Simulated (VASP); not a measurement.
Data:

```
CELL_PARAMETERS angstrom
      4.46166     0.00000     0.00000
      0.00000     4.46166     0.00000
      0.00000     0.00000     4.46166
ATOMIC_POSITIONS crystal
  Cu 0.75000 0.25000 0.75000
  Cu 0.25000 0.75000 0.75000
  Cu 0.75000 0.75000 0.25000
  Cu 0.25000 0.25000 0.25000
  O  0.00000 0.00000 0.00000
  O  0.50000 0.50000 0.50000
```

These are vdW-DF2, VASP's PBE PAW potentials (set 64) (plane waves; VASP) values and carry that method's errors. Numerical set-up: 520 eV cut-off, 5×5×5 Γ-centred mesh, Gaussian smearing of 0.050 eV, potentials Cu O.

**Question.** Give the stress tensor in GPa (positive for a compressed cell).

**Answer.** 
```
-2.57   0.00   0.00
 0.00  -2.57   0.00
 0.00   0.00  -2.57
```
The pressure is its mean diagonal, -2.57 GPa.

The compound is Cu2O in the cuprite structure. This cell is one point of a volume scan, at 1.03 of the reference volume.
